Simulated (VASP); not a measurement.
Here is a VASP 6.6.1 calculation.

The input INCAR:

```
ALGO = Normal
EDIFF = 1E-6
ENCUT = 520
GGA = PE
ISIF = 2
ISMEAR = 0
ISPIN = 2
LASPH = T
LCHARG = F
LMAXMIX = 4
LORBIT = 11
LREAL = F
LWAVE = F
MAGMOM = 0 1 1 1
NBANDS = 32
NELM = 150
PREC = Accurate
SIGMA = 0.1
```

The input KPOINTS:

```
k-points
0
Gamma
  6 6 6
```

POSCAR

```
SnIr3
1.0
    2.5341328430      1.4630822791      4.6592268887
   -2.5341328430      1.4630822791      4.6592268887
    0.0000000000     -2.9261645581      4.6592268887
Sn Ir
1 3
Direct
    0.0000000000      0.0000000000      0.0000000000
    0.0000000000      0.0000000000      0.5000000000
    0.5000000000      0.0000000000      0.0000000000
    0.0000000000      0.5000000000      0.0000000000
```

Potentials or basis: VASP PAW PBE potentials, release 64 (Sn_d, Ir).

Launch:

```bash
$ cat potpaw_PBE.64/Sn_d/POTCAR potpaw_PBE.64/Ir/POTCAR > POTCAR
$ mpirun -np 1 vasp_std > vasp.out
```

(1) What does it give for the pressure?

(2) Predict the band gap on the k mesh.

(3) Predict the net moment.

(4) What does it give for the site moments?

Answers

(1) 0.3 GPa.

(2) none (metal or under the smearing width).

(3) 1.04 μB per cell.

(4) Sn -0.01; Ir +0.34 μB.
